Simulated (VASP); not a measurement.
These are r2SCAN meta-GGA, VASP's PBE PAW potentials (set 64) (plane waves; VASP 6.6.1) values and carry that method's errors.

VASP input:

File POSCAR:
```
Rh
1
    0.0000000000     1.9000000000     1.9000000000
    1.9000000000     0.0000000000     1.9000000000
    1.9000000000     1.9000000000     0.0000000000
Rh
1
Direct
  0.0000000000   0.0000000000   0.0000000000
```

### KPOINTS
```
K-points
0
gamma
  18 18 18
0 0 0
```

**INCAR**
```
ALGO = Normal
EDIFF = 1E-7
ENCUT = 400
ISIF = 2
ISMEAR = -5
LASPH = .TRUE.
LCHARG = .FALSE.
LMAXMIX = 4
LMIXTAU = .TRUE.
LORBIT = 11
LREAL = .FALSE.
LWAVE = .FALSE.
METAGGA = R2SCAN
NEDOS = 601
NELM = 100
PREC = Accurate
SYSTEM = Rh
```

KPOINTS_OPT:
```
k-points along high-symmetry lines
10
Line-mode
Reciprocal
  0.000000   0.000000   0.000000 ! GAMMA
  0.500000   0.000000   0.500000 ! X

  0.500000   0.000000   0.500000 ! X
  0.625000   0.250000   0.625000 ! U

  0.375000   0.375000   0.750000 ! K
  0.000000   0.000000   0.000000 ! GAMMA

  0.000000   0.000000   0.000000 ! GAMMA
  0.500000   0.500000   0.500000 ! L

  0.500000   0.500000   0.500000 ! L
  0.500000   0.250000   0.750000 ! W

  0.500000   0.250000   0.750000 ! W
  0.500000   0.000000   0.500000 ! X
```

POTCAR, in this order: Rh_pv (PBE.64 set). Program: vasp_std.

Output

OUTCAR:
```
 ion  position               nearest neighbor table
   1  0.000  0.000  0.000-
  LATTYP: Found a face centered cubic cell.
 ALAT       =     3.8000000000
 Subroutine PRICEL returns:
 Original cell was already a primitive cell.
 Subroutine GETGRP returns: Found 48 space group operations
The static configuration has the point symmetry O_h .
The dynamic configuration has the point symmetry O_h .
 Subroutine INISYM returns: Found 48 space group operations
 Subroutine IBZKPT returns following result:
 Found    195 irreducible k-points:

 Following reciprocal coordinates:
            Coordinates               Weight
  0.000000  0.000000  0.000000      1.000000
  0.055556  0.000000  0.000000      8.000000
  0.111111  0.000000  0.000000      8.000000
  0.166667  0.000000  0.000000      8.000000
  0.222222  0.000000  0.000000      8.000000
  0.277778  0.000000  0.000000      8.000000
  0.333333  0.000000  0.000000      8.000000
  0.388889  0.000000  0.000000      8.000000
  0.444444  0.000000  0.000000      8.000000
  0.500000  0.000000  0.000000      4.000000
  0.055556  0.055556  0.000000      6.000000
  0.111111  0.055556  0.000000     24.000000
  0.166667  0.055556  0.000000     24.000000
  0.222222  0.055556  0.000000     24.000000
  0.277778  0.055556  0.000000     24.000000
  0.333333  0.055556  0.000000     24.000000
  0.388889  0.055556  0.000000     24.000000
  0.444444  0.055556  0.000000     24.000000
  0.500000  0.055556  0.000000     24.000000
 -0.444444  0.055556  0.000000     24.000000
 -0.388889  0.055556  0.000000     24.000000
 -0.333333  0.055556  0.000000     24.000000
 -0.277778  0.055556  0.000000     24.000000
 -0.222222  0.055556  0.000000     24.000000
 -0.166667  0.055556  0.000000     24.000000
 -0.111111  0.055556  0.000000     24.000000
 -0.055556  0.055556  0.000000     12.000000
  0.111111  0.111111  0.000000      6.000000
  0.166667  0.111111  0.000000     24.000000
  0.222222  0.111111  0.000000     24.000000
  0.277778  0.111111  0.000000     24.000000
  0.333333  0.111111  0.000000     24.000000
  0.388889  0.111111  0.000000     24.000000
  0.444444  0.111111  0.000000     24.000000
  0.500000  0.111111  0.000000     24.000000
 -0.444444  0.111111  0.000000     24.000000
 -0.388889  0.111111  0.000000     24.000000
 -0.333333  0.111111  0.000000     24.000000
 -0.277778  0.111111  0.000000     24.000000
 -0.222222  0.111111  0.000000     24.000000
   k-points           NKPTS =    195   k-points in BZ     NKDIM =    195   number of bands    NBANDS=     11
   number of dos      NEDOS =    601   number of ions     NIONS =      1
   total plane-waves  NPLWV =   5832
   dimension x,y,z NGX =    18 NGY =   18 NGZ =   18
   dimension x,y,z NGXF=    36 NGYF=   36 NGZF=   36
   ions per type =               1
   PREC   = accura    normal or accurate (medium, high low for compatibility)
   ISTART =      0    job   : 0-new  1-cont  2-samecut
   ICHARG =      2    charge: 1-file 2-atom 10-const
   ISPIN  =      1    spin polarized calculation?
   LNONCOLLINEAR =      F non collinear calculations
   LSORBIT =      F    spin-orbit coupling
   INIWAV =      1    electr: 0-lowe 1-rand  2-diag
   ENCUT  =  400.0 eV  29.40 Ry    5.42 a.u.   4.38  4.38  4.38*2*pi/ulx,y,z
   NELM   =    100;   NELMIN=  2; NELMDL= -5     # of ELM steps
   EDIFF  = 0.1E-06   stopping-criterion for ELM
   LREAL  =      F    real-space projection
   NLSPLINE    = F    spline interpolate recip. space projectors
   LMAXMIX     =    4 max onsite mixed and CHGCAR
   VOSKOWN=      0    Vosko Wilk Nusair interpolation
...
```

OSZICAR:
```
       N       E                     dE             d eps       ncg     rms          rms(c)
DAV:   1     0.768346957874E+02    0.76835E+02   -0.82560E+03  4320   0.123E+03
DAV:   2    -0.278256928801E+02   -0.10466E+03   -0.10053E+03  4416   0.354E+02
DAV:   3    -0.291062600543E+02   -0.12806E+01   -0.12765E+01  5061   0.451E+01
DAV:   4    -0.291145929373E+02   -0.83329E-02   -0.83371E-02  4881   0.365E+00
DAV:   5    -0.291147712579E+02   -0.17832E-03   -0.17866E-03  5257   0.437E-01    0.129E+01
DAV:   6    -0.238691718682E+02    0.52456E+01   -0.64112E+00  4509   0.383E+01    0.307E+00
DAV:   7    -0.241255841458E+02   -0.25641E+00   -0.51834E-01  4389   0.110E+01    0.230E+00
DAV:   8    -0.241311457965E+02   -0.55617E-02   -0.39859E-02  4719   0.270E+00    0.595E-01
DAV:   9    -0.241353517346E+02   -0.42059E-02   -0.20106E-02  4749   0.168E+00    0.188E-01
DAV:  10    -0.241352828605E+02    0.68874E-04   -0.32242E-03  4848   0.638E-01    0.133E-01
DAV:  11    -0.241353338051E+02   -0.50945E-04   -0.54026E-04  4950   0.333E-01    0.325E-02
DAV:  12    -0.241353511734E+02   -0.17368E-04   -0.10031E-04  4782   0.103E-01    0.300E-02
DAV:  13    -0.241353493167E+02    0.18567E-05   -0.48883E-05  4818   0.105E-01    0.568E-03
DAV:  14    -0.241353700825E+02   -0.20766E-04   -0.72676E-06  4869   0.235E-02    0.150E-03
DAV:  15    -0.241353681120E+02    0.19705E-05   -0.29477E-07  5230   0.603E-03    0.760E-04
DAV:  16    -0.241353690733E+02   -0.96126E-06   -0.30477E-08  2955   0.185E-03    0.566E-04
DAV:  17    -0.241353683133E+02    0.75997E-06   -0.33764E-08  2882   0.182E-03    0.240E-04
DAV:  18    -0.241353685550E+02   -0.24174E-06   -0.13330E-09  2514   0.363E-04    0.896E-05
DAV:  19    -0.241353683219E+02    0.23312E-06   -0.30124E-10  2379   0.206E-04    0.215E-05
DAV:  20    -0.241353683909E+02   -0.69028E-07   -0.81202E-11  2379   0.115E-04
   1 F= -.24135368E+02 E0= -.24135368E+02  d E =0.000000E+00
       N       E                     dE             ncg
```

### OUTCAR
```
------------------------ aborting loop because EDIFF is reached ----------------------------------------
  FORCE on cell =-STRESS in cart. coord.  units (eV):
  Direction    XX          YY          ZZ          XY          YZ          ZX
  --------------------------------------------------------------------------------------
  Total        0.0019868      0.0019868      0.0019868      0.0000000      0.0000000      0.0000000
  in kB        0.2320425      0.2320425      0.2320425      0.0000000      0.0000000      0.0000000
  external PRESSURE =       0.2320425 kB  Pullay stress =       0.0000000 kB
  volume of cell :       13.72
      direct lattice vectors                 reciprocal lattice vectors
     0.000000000  1.900000000  1.900000000    -0.263157895  0.263157895  0.263157895
     1.900000000  0.000000000  1.900000000     0.263157895 -0.263157895  0.263157895
     1.900000000  1.900000000  0.000000000     0.263157895  0.263157895 -0.263157895
 POSITION                                       TOTAL-FORCE (eV/Angst)
 -----------------------------------------------------------------------------------
      0.00000      0.00000      0.00000        -0.000000     -0.000000      0.000000
 -----------------------------------------------------------------------------------
    total drift:                                0.000000     -0.000000      0.000000
  FREE ENERGIE OF THE ION-ELECTRON SYSTEM (eV)
  ---------------------------------------------------
  free  energy   TOTEN  =       -24.1353683909 eV

  energy  without entropy=      -24.1353683909  energy(sigma->0) =      -24.13536839

 total charge

# of ion       s       p       d       tot
------------------------------------------
    1        0.428   6.302   7.091  13.822
```
(Selected blocks of OUTCAR.)

For a metal the tetrahedron method with Blöchl corrections gives inexact stress and forces.

The compound is Rh in the fcc structure. The cell was not relaxed at this level.
